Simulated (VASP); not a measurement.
# O on W(110): binding against coverage, part 2 of 10

Aim: adsorption energy and work function of O on W(110) from low coverage to a full layer.

VASP 6.6.1, plane waves and PAW; the level of theory is named at each step.

So far. Step 3 (The bulk reference, job self-consistent run, k-mesh …): The run ends at a pressure of -0.06 GPa.

## 4. Surface relaxation, cell 1 x 1, k-mesh 10×10×1

Level of this step: PBE; plane waves and PAW (W) (VASP).

System of this step: W(110). The cell holds 4 atoms: 4 W. Cell: a = 3.172 Å, b = 2.747 Å, c = 21.729 Å, α = 90.0°, β = 90.0°, γ = 54.7°. It derives from W. 4 layers of bcc W, cut at this functional's lattice. Vacuum lies along c.

The free atoms relax, while those held by selective dynamics keep their cut positions.

INCAR

```
SYSTEM = W
PREC = Normal
ENCUT = 440
EDIFF = 1E-05
NELM = 120
ISMEAR = 1
SIGMA = 0.15
LREAL = .FALSE.
ALGO = Fast
GGA = PE
NBANDS = 18
LASPH = .TRUE.
LORBIT = 11
LWAVE = .FALSE.
LCHARG = .FALSE.
KPAR = 8
IBRION = 2
NSW = 30
ISIF = 2
EDIFFG = -0.03
POTIM = 0.4
MAXMIX = 40
IDIPOL = 3
LDIPOL = .TRUE.
DIPOL = 0.5 0.5 0.5
```

POSCAR

```
W
1.0
    3.1720583484      0.0000000000      0.0000000000
    1.5860291742      2.2429839685      0.0000000000
    0.0000000000      0.0000000000     21.7289519054
W
4
Selective dynamics
Direct
    0.5000000000      0.0000000000      0.3451616100  F F F
    0.0000000000      0.0000000000      0.4483872000  F F F
    0.5000000000      0.0000000000      0.5516128000  T T T
    0.0000000000      0.0000000000      0.6548383900  T T T
```

KPOINTS

```
Automatic mesh
0
Gamma
10 10 1
0 0 0
```

Potentials, in the order of the species: W (PBE family, release 64).

Command:

```bash
mpirun -np 8 vasp_std
```

Log:

```text
[banner, memory and clock lines left out]
running    8 mpi-ranks, on    1 nodes
 distrk:  each k-point on    1 cores,    8 groups
 distr:  one band on    1 cores,    1 groups

 POSCAR found type information on POSCAR W
 POSCAR found :  1 types and       4 ions
 [... a notice as in an earlier step ...]

 LDA part: xc-table for (Slater+PW92), standard interpolation
 POSCAR, INCAR and KPOINTS ok, starting setup
 FFT: planning ... GRIDC
 FFT: planning ... GRID_SOFT
 FFT: planning ... GRID
 WAVECAR not read
 entering main loop
       N       E                     dE             d eps       ncg     rms          rms(c)
DAV:   1     0.980082764277E+02    0.98008E+02   -0.84143E+03  1116   0.928E+02
DAV:   2    -0.415012173808E+02   -0.13951E+03   -0.13431E+03  1624   0.225E+02
DAV:   3    -0.516645496649E+02   -0.10163E+02   -0.98985E+01  1440   0.586E+01
DAV:   4    -0.521403806971E+02   -0.47583E+00   -0.45960E+00  1868   0.112E+01
DAV:   5    -0.521565325028E+02   -0.16152E-01   -0.15935E-01  1670   0.165E+00    0.365E+01
RMM:   6    -0.499694941824E+02    0.21870E+01   -0.32107E+00  1141   0.972E+00    0.157E+01
RMM:   7    -0.501908117040E+02   -0.22132E+00   -0.44683E+00  1169   0.113E+01    0.550E+00
RMM:   8    -0.491401907805E+02    0.10506E+01   -0.19718E+00  1168   0.858E+00    0.328E+00
RMM:   9    -0.493023323582E+02   -0.16214E+00   -0.74508E-01  1299   0.384E+00    0.244E+00
RMM:  10    -0.490992548357E+02    0.20308E+00   -0.10933E-01  1204   0.176E+00    0.100E+00
RMM:  11    -0.490838619773E+02    0.15393E-01   -0.31707E-02  1280   0.905E-01    0.952E-01
RMM:  12    -0.490784540694E+02    0.54079E-02   -0.33397E-02  1212   0.721E-01    0.404E-01
RMM:  13    -0.490790575019E+02   -0.60343E-03   -0.10377E-02  1325   0.447E-01    0.176E-01
RMM:  14    -0.490786510008E+02    0.40650E-03   -0.17501E-03  1366   0.183E-01    0.137E-01
RMM:  15    -0.490779777051E+02    0.67330E-03   -0.63085E-04  1249   0.105E-01    0.821E-02
RMM:  16    -0.490778596164E+02    0.11809E-03   -0.10484E-03  1261   0.107E-01    0.319E-02
RMM:  17    -0.490778753755E+02   -0.15759E-04   -0.22915E-04  1273   0.597E-02    0.250E-02
RMM:  18    -0.490778773517E+02   -0.19762E-05   -0.45723E-05   950   0.323E-02
   1 F= -.49077877E+02 E0= -.49077371E+02  d E =-.490779E+02
 curvature:   0.00 expect dE= 0.000E+00 dE for cont linesearch  0.000E+00
 trial: gam= 0.00000 g(F)=  0.406E-01 g(S)=  0.000E+00 ort = 0.000E+00 (trialstep = 0.100E+01)
 search vector abs. value=  0.406E-01
 bond charge predicted
       N       E                     dE             d eps       ncg     rms          rms(c)
DAV:   1    -0.491042640063E+02   -0.26389E-01   -0.43865E+00  1144   0.113E+01    0.476E-01
RMM:   2    -0.491045602372E+02   -0.29623E-03   -0.44992E-02  1132   0.144E+00    0.522E-01
RMM:   3    -0.491051560039E+02   -0.59577E-03   -0.12243E-02  1291   0.533E-01    0.270E-01
RMM:   4    -0.491049499464E+02    0.20606E-03   -0.28419E-03  1231   0.273E-01    0.161E-01
RMM:   5    -0.491050015684E+02   -0.51622E-04   -0.12159E-03  1455   0.131E-01    0.777E-02
RMM:   6    -0.491050361907E+02   -0.34622E-04   -0.22195E-04  1219   0.633E-02    0.608E-02
RMM:   7    -0.491050311219E+02    0.50688E-05   -0.86545E-05  1119   0.426E-02
   2 F= -.49105031E+02 E0= -.49104681E+02  d E =-.271538E-01
[... from here on, the cycles between the ionic steps are left out ...]
   3 F= -.49107875E+02 E0= -.49107337E+02  d E =-.299978E-01
   4 F= -.49107880E+02 E0= -.49107323E+02  d E =-.300022E-01
   5 F= -.49109327E+02 E0= -.49108811E+02  d E =-.144696E-02
   6 F= -.49112238E+02 E0= -.49111846E+02  d E =-.435816E-02
   7 F= -.49111316E+02 E0= -.49111221E+02  d E =-.343670E-02
   8 F= -.49112979E+02 E0= -.49112697E+02  d E =-.509930E-02
   9 F= -.49112982E+02 E0= -.49112704E+02  d E =-.510195E-02
  10 F= -.49112993E+02 E0= -.49112799E+02  d E =-.118332E-04
 trial-energy change:   -0.000012  1 .order   -0.000002   -0.000185    0.000182
 step:   1.1499(harm=  1.1499)  dis= 0.00119  next Energy=   -49.113028 (dE=-0.468E-04)
 bond charge predicted
       N       E                     dE             d eps       ncg     rms          rms(c)
DAV:   1    -0.491130341502E+02   -0.42946E-04   -0.11187E-02  1140   0.572E-01    0.255E-02
RMM:   2    -0.491130296617E+02    0.44885E-05   -0.88450E-05  1098   0.739E-02
  11 F= -.49113030E+02 E0= -.49112796E+02  d E =-.481457E-04
 curvature:  -0.57 expect dE=-0.139E-05 dE for cont linesearch -0.125E-05
 trial: gam=-0.13527 g(F)=  0.241E-05 g(S)=  0.000E+00 ort = 0.133E-04 (trialstep = 0.205E+01)
 search vector abs. value=  0.304E-06
 reached required accuracy - stopping structural energy minimisation
```

It took 35 s on 8 MPI ranks of AMD EPYC 7R43, shared host; peak memory 1.6 GiB; 4.3 min of CPU time.

From OUTCAR (step 4):

```text
  LATTYP: Found a base centered orthorhombic cell.
 ALAT       =     3.1720583484
 B/A-ratio  =     1.4142135624
 C/A-ratio  =     6.8501110380

 Subroutine GETGRP returns: Found  8 space group operations
 (whereof  4 operations were pure point group operations)

The static configuration has the point symmetry C_2v.
 The point group associated with its full space group is D_2h.

 Found     31 irreducible k-points:

   k-points           NKPTS =     31   k-points in BZ     NKDIM =     31   number of bands    NBANDS=     18

   dimension x,y,z NGX =    16 NGY =   14 NGZ =  112
   dimension x,y,z NGXF=    32 NGYF=   28 NGZF=  224

   ENCUT  =  440.0 eV  32.34 Ry    5.69 a.u.   5.43  4.70 37.16*2*pi/ulx,y,z

   NELECT =      24.0000    total number of electrons

 dipolmoment           0.000000      0.000000     -0.004451 electrons x Angstroem

 E-fermi :   0.4085

 k-point     1 :       0.0000    0.0000    0.0000
  band No.  band energies     occupation
    ...
      9      -1.0134      2.00000
     10      -0.9599      2.00000
     11      -0.7765      2.00000
     12      -0.4397      2.00000
     13       0.0877      2.00996
     14       1.0679     -0.00000
     15       1.1301     -0.00000
     16       2.0463     -0.00000
     17       2.1845     -0.00000
     18       2.5785     -0.00000

 k-point     2 :       0.1000    0.0000    0.0000
  band No.  band energies     occupation
    ...
      9      -1.3055      2.00000
     10      -1.0311      2.00000
     11      -0.5816      2.00000
     12      -0.3724      2.00000
     13       0.0314      2.00217
     14       0.4737      0.33573
     15       1.4633     -0.00000
     16       1.8211     -0.00000
     17       1.9741     -0.00000
     18       2.3631     -0.00000

  Total       -5.5243944     -3.1015172     -1.5129287      0.0000000      0.0000000      0.0000000
  in kB      -57.2517992    -32.1424262    -15.6791653      0.0000000      0.0000000      0.0000000
  external PRESSURE =     -35.0244636 kB  Pullay stress =       0.0000000 kB

  energy-cutoff  :      440.00
  volume of cell :      154.60
      direct lattice vectors                 reciprocal lattice vectors
     3.172058348  0.000000000  0.000000000     0.315252713 -0.222917331  0.000000000
     1.586029174  2.242983968  0.000000000     0.000000000  0.445834662  0.000000000
     0.000000000  0.000000000 21.728951905     0.000000000  0.000000000  0.046021548

 POSITION                                       TOTAL-FORCE (eV/Angst)
 -----------------------------------------------------------------------------------
      1.58603      0.00000      7.50000        -0.000000      0.000000      0.679960
      0.00000      0.00000      9.74298        -0.000000      0.000000     -0.681698
      1.58603      0.00000     11.99435        -0.000000      0.000000     -0.004654
      0.00000      0.00000     14.14536         0.000000      0.000000      0.006392
 -----------------------------------------------------------------------------------
    total drift:                                0.000000      0.000000     -0.002084

  FREE ENERGIE OF THE ION-ELECTRON SYSTEM (eV)
  ---------------------------------------------------
  free  energy   TOTEN  =       -49.1130296617 eV

  energy  without entropy=      -49.1123274824  energy(sigma->0) =      -49.11279560

 vacuum level on the upper side and lower side of the slab         4.999         5.120

 total charge
# of ion       s       p       d       tot
------------------------------------------
    1        0.673   0.537   4.003   5.213
    2        0.674   0.686   4.162   5.522
    3        0.685   0.707   4.210   5.603
    4        0.686   0.558   4.057   5.302
--------------------------------------------------
tot          2.718   2.489  16.431  21.638

[... 1 part as in an earlier step ...]

[... 7 further parts left out ...]
```

CONTCAR:

```
W
   1.00000000000000
     3.1720583483999998    0.0000000000000000    0.0000000000000000
     1.5860291741999999    2.2429839684999999    0.0000000000000000
     0.0000000000000000    0.0000000000000000   21.7289519053999989
  W
     4
Selective dynamics
Direct
     0.5000000000000000    0.0000000000000000    0.3451616099999981   F   F   F
     0.0000000000000000    0.0000000000000000    0.4483871999999991   F   F   F
     0.5000000000000000    0.0000000000000000    0.5519984254836007   T   T   T
     0.0000000000000000    0.0000000000000000    0.6509915819085930   T   T   T
```

The run keeps the 4 symmetry operations of its start, so it cannot find a distortion of lower symmetry.

The steps of the relaxation:

| step | energy less that of the first step (eV) | largest force (eV/Å) |
| --- | --- | --- |
| 1 | 0.0000 | 0.7259 |
| 2 | -0.0272 | 0.3272 |
| 3 | -0.0300 | 0.1401 |
| 4 | -0.0300 | 0.1476 |
| 5 | -0.0314 | 0.1314 |
| 6 | -0.0344 | 0.0818 |
| 7 | -0.0334 | 0.1187 |
| 8 | -0.0351 | 0.0403 |
| 9 | -0.0351 | 0.0365 |
| 10 | -0.0351 | 0.0385 |
| 11 | -0.0352 | 0.0064 |

The atoms that moved most (Å):

| atom | dx | dy | dz | length |
| --- | --- | --- | --- | --- |
| W4 | 0.000 | 0.000 | -0.084 | 0.084 |
| W3 | 0.000 | 0.000 | 0.008 | 0.008 |

The relaxed structure:

```xyz
4
Lattice="3.1721 0.0000 0.0000 1.5860 2.2430 0.0000 0.0000 0.0000 21.7290" Properties=species:S:1:pos:R:3
W     1.5860    0.0000    7.5000
W     0.0000    0.0000    9.7430
W     1.5860    0.0000   11.9943
W     0.0000    0.0000   14.1454
```

Numbers from this step:

```
electronic cycles       : 67
electrons               : 24
free energy (TOTEN)     : -49.11 eV
energy at zero smearing : -49.11 eV
Fermi energy            : 0.4085 eV
dipole moment           : 0, 0, -0.004451 e·Å
```

The run ended after 11 ionic steps, 0.035 eV below its first step, once the forces on the free atoms met EDIFFG = -0.03.

## 5. The vacuum level, cell 1 x 1, k-mesh 10×10×1

A static run writes the electrostatic potential without exchange and correlation (LVHAR), which is flat in the vacuum and gives the level to count from. The dipole correction cancels the field that unlike faces would set up across the vacuum.

INCAR

```
SYSTEM = W
PREC = Normal
ENCUT = 440
EDIFF = 1E-06
NELM = 120
ISMEAR = 1
SIGMA = 0.15
LREAL = .FALSE.
ALGO = Fast
GGA = PE
NBANDS = 18
LASPH = .TRUE.
LORBIT = 11
LWAVE = .FALSE.
LCHARG = .FALSE.
KPAR = 8
IDIPOL = 3
LDIPOL = .TRUE.
DIPOL = 0.5 0.5 0.499
LVHAR = .TRUE.
LVACPOTAV = .TRUE.
```

POSCAR: that of step 4 with these lines changed.

```diff
@@ -11,3 +11,3 @@
     0.0000000000      0.0000000000      0.4483872000  F F F
-    0.5000000000      0.0000000000      0.5516128000  T T T
-    0.0000000000      0.0000000000      0.6548383900  T T T
+    0.5000000000      0.0000000000      0.5519984255  T T T
+    0.0000000000      0.0000000000      0.6509915819  T T T
```

KPOINTS is that of step 4.

Command:

```bash
mpirun -np 8 vasp_std
```

Log:

```text
[... set-up lines as in an earlier step ...]
 entering main loop
       N       E                     dE             d eps       ncg     rms          rms(c)
DAV:   1     0.992711039462E+02    0.99271E+02   -0.84269E+03  1116   0.928E+02
DAV:   2    -0.413258004022E+02   -0.14060E+03   -0.13533E+03  1608   0.225E+02
DAV:   3    -0.516277656658E+02   -0.10302E+02   -0.10022E+02  1410   0.591E+01
DAV:   4    -0.521702986746E+02   -0.54253E+00   -0.52735E+00  1870   0.115E+01
DAV:   5    -0.521856267675E+02   -0.15328E-01   -0.15181E-01  1626   0.169E+00    0.372E+01
RMM:   6    -0.502463465023E+02    0.19393E+01   -0.34908E+00  1315   0.991E+00    0.161E+01
RMM:   7    -0.921511813496E+02   -0.41905E+02   -0.53092E+01  1988   0.229E+01    0.205E+01
RMM:   8    -0.492819954731E+02    0.42869E+02   -0.18552E+01  1806   0.172E+01    0.467E+00
RMM:   9    -0.491902261580E+02    0.91769E-01   -0.98466E-01  1388   0.560E+00    0.227E+00
RMM:  10    -0.491170652500E+02    0.73161E-01   -0.38916E-01  1691   0.282E+00    0.161E+00
RMM:  11    -0.491271656709E+02   -0.10100E-01   -0.71195E-02  1724   0.110E+00    0.127E+00
RMM:  12    -0.491125480294E+02    0.14618E-01   -0.36187E-02  1457   0.826E-01    0.503E-01
RMM:  13    -0.491141402108E+02   -0.15922E-02   -0.10265E-02  1719   0.439E-01    0.342E-01
RMM:  14    -0.491129870664E+02    0.11531E-02   -0.39577E-03  1596   0.227E-01    0.142E-01
RMM:  15    -0.491129515435E+02    0.35523E-04   -0.18356E-03  1747   0.147E-01    0.841E-02
RMM:  16    -0.491129468617E+02    0.46818E-05   -0.26223E-04  1695   0.624E-02    0.348E-02
RMM:  17    -0.491129558206E+02   -0.89589E-05   -0.76209E-05  1686   0.305E-02    0.125E-02
RMM:  18    -0.491129690566E+02   -0.13236E-04   -0.30249E-05  1506   0.230E-02    0.121E-02
RMM:  19    -0.491129789061E+02   -0.98495E-05   -0.22839E-05  1499   0.166E-02    0.805E-03
RMM:  20    -0.491129838879E+02   -0.49819E-05   -0.59284E-06  1200   0.920E-03    0.496E-03
RMM:  21    -0.491129937816E+02   -0.98937E-05   -0.33092E-06  1017   0.710E-03    0.352E-03
RMM:  22    -0.491130004290E+02   -0.66474E-05   -0.10256E-06   876   0.471E-03    0.210E-03
RMM:  23    -0.491130186255E+02   -0.18196E-04   -0.15210E-06   875   0.554E-03    0.160E-03
RMM:  24    -0.491130256480E+02   -0.70225E-05   -0.55218E-07   785   0.444E-03    0.301E-03
RMM:  25    -0.491130313910E+02   -0.57430E-05   -0.34430E-07   671   0.263E-03    0.941E-04
RMM:  26    -0.491130321590E+02   -0.76797E-06   -0.12360E-07   520   0.183E-03
 -----------------------------------------------------------------------------
|                                                                             |
|           W    W    AA    RRRRR   N    N  II  N    N   GGGG   !!!           |
|           W    W   A  A   R    R  NN   N  II  NN   N  G    G  !!!           |
|           W    W  A    A  R    R  N N  N  II  N N  N  G       !!!           |
|           W WW W  AAAAAA  RRRRR   N  N N  II  N  N N  G  GGG   !            |
|           WW  WW  A    A  R   R   N   NN  II  N   NN  G    G                |
|           W    W  A    A  R    R  N    N  II  N    N   GGGG   !!!           |
|                                                                             |
|     Did not find any points to average over, which means that no vacuum     |
|     field-free region was found. Please increase the size of  your cell     |
|     in the dimension of the dipole correction to obtain accurate            |
|     workfunction values.                                                    |
|                                                                             |
 -----------------------------------------------------------------------------

   1 F= -.49113032E+02 E0= -.49112798E+02  d E =-.702972E-03
```

Elapsed: 12 s, on 8 MPI ranks; peak memory 1.4 GiB; 87 s of CPU time.

OUTCAR, selected parts (step 5):

```text
   NELECT =      24.0000    total number of electrons

 dipolmoment           0.000000      0.000000     -0.004459 electrons x Angstroem

 E-fermi :   0.4080

 k-point     1 :       0.0000    0.0000    0.0000
  band No.  band energies     occupation
    ...
      9      -1.0140      2.00000
     10      -0.9604      2.00000
     11      -0.7770      2.00000
     12      -0.4402      2.00000
     13       0.0872      2.00996
     14       1.0673     -0.00000
     15       1.1296     -0.00000
     16       2.0458     -0.00000
     17       2.1840     -0.00000
     18       2.6577     -0.00000

  Total       -5.5243661     -3.1011258     -1.5194803      0.0000000      0.0000000      0.0000000
  in kB      -57.2515069    -32.1383703    -15.7470623      0.0000000      0.0000000      0.0000000
  external PRESSURE =     -35.0456465 kB  Pullay stress =       0.0000000 kB

 POSITION                                       TOTAL-FORCE (eV/Angst)
 -----------------------------------------------------------------------------------
      1.58603      0.00000      7.50000         0.000000      0.000000      0.680581
      0.00000      0.00000      9.74298        -0.000000      0.000000     -0.682892
      1.58603      0.00000     11.99435         0.000000      0.000000     -0.001413
      0.00000      0.00000     14.14536         0.000000      0.000000      0.003724
 -----------------------------------------------------------------------------------
    total drift:                                0.000000      0.000000      0.000376

  FREE ENERGIE OF THE ION-ELECTRON SYSTEM (eV)
  ---------------------------------------------------
  free  energy   TOTEN  =       -49.1130321590 eV

  energy  without entropy=      -49.1123291865  energy(sigma->0) =      -49.11279783

 vacuum level on the upper side and lower side of the slab         5.240         5.353

[... 6 parts as in an earlier step ...]

[... 11 further parts left out ...]
```

Numbers from this step:

| Quantity | Value |
| --- | --- |
| electronic cycles | 26 |
| Fermi energy | 0.408 eV |
| dipole moment | 0, 0, -0.004459 e·Å |
| vacuum levels | 5.24, 5.353 eV |
| work functions of the upper and lower face | 4.832, 4.945 eV |

The planar average of the electrostatic potential oscillates, so the rows of the table below give means over windows of 1 Å about each position, cut where the curve ends. Its maxima inside the range that stand out by 2 % of the span (Å: eV): 8.6: -2.54, 10.9: -2.76, 13.1: -3.50. Its minima: 7.5: -11.9, 9.7: -12.5, 12.0: -12.6, 14.2: -11.9.

Zero at the Fermi level. Table of planar average of the electrostatic potential by height; means over each step:

height (Å), planar average of the electrostatic potential (eV) and a bar from the least value:
```
        0        4.9 ##############################
        1        4.9 ##############################
        2        4.9 ##############################
        3        4.9 ##############################
        4        4.9 ##############################
        5        4.7 ##############################
        6        2.5 ##########################
        7       -7.7 #######
        8       -8.1 ######
        9       -6.1 ##########
       10      -10.4 ##
       11       -4.7 ############
       12      -11.3 
       13       -5.2 ###########
       14      -10.4 ##
       15       -3.5 ##############
       16        3.8 ############################
       17        4.7 ##############################
       18        4.8 ##############################
       19        4.8 ##############################
       20        4.8 ##############################
       21        4.8 ##############################
```

Force by atom:

| atom | x (eV/Å) | y (eV/Å) | z (eV/Å) | size |
| --- | --- | --- | --- | --- |
| W1 | 0.000 | 0.000 | 0.681 | 0.681 |
| W2 | 0.000 | 0.000 | -0.683 | 0.683 |
| W3 | 0.000 | 0.000 | -0.001 | 0.001 |
| W4 | 0.000 | 0.000 | 0.004 | 0.004 |

The vacuum level lies 4.83 eV above the Fermi level at the upper face; the two faces differ by 0.11 eV, the step that the slab's dipole of -0.004 e·Å makes.

The program found no field-free point at its default tolerance, but its printed level agrees with the flat part of the planar average.

(Part 2 of 10 ends here.)

[Lines on the potential files, build, host, timing and source positions are cut from VASP's logs without a mark.]

[Logs are printed without paths, hosts, clocks, repeated set-up lines and the standing remarks that a program may print on its own settings, such as how far it seeks lower states.]

[Hosts, paths, dates, database ids (printed as entryN), source tags and the programs' standing remarks are cut or masked in the printed files.]

[Runs that stopped without an error message from VASP are left out.]
